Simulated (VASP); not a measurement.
Data:

```
Cu
1.0
    0.00000     1.76269     1.76269
    1.76269     0.00000     1.76269
    1.76269     1.76269     0.00000
Cu
1
Direct
  0.00000   0.00000   0.00000
```

These are LDA (Ceperley-Alder, Perdew-Zunger), VASP's LDA PAW potentials (set 64) (plane waves; VASP) values and carry that method's errors. Run with 520 eV cut-off, Gaussian smearing of 0.050 eV, potentials Cu.

**Question.** What does the run give for the band gap (along the path) with the smallest direct gap where there is one?

**Answer.** 
```json
{
  "band gap (along the path)": "none (metal, semimetal or under 0.01 eV)"
}
```

The absolute energy has meaning only against runs of the same code, potentials and settings.

The compound is Cu in the fcc structure. It was relaxed first, which changed the volume by -7 %.
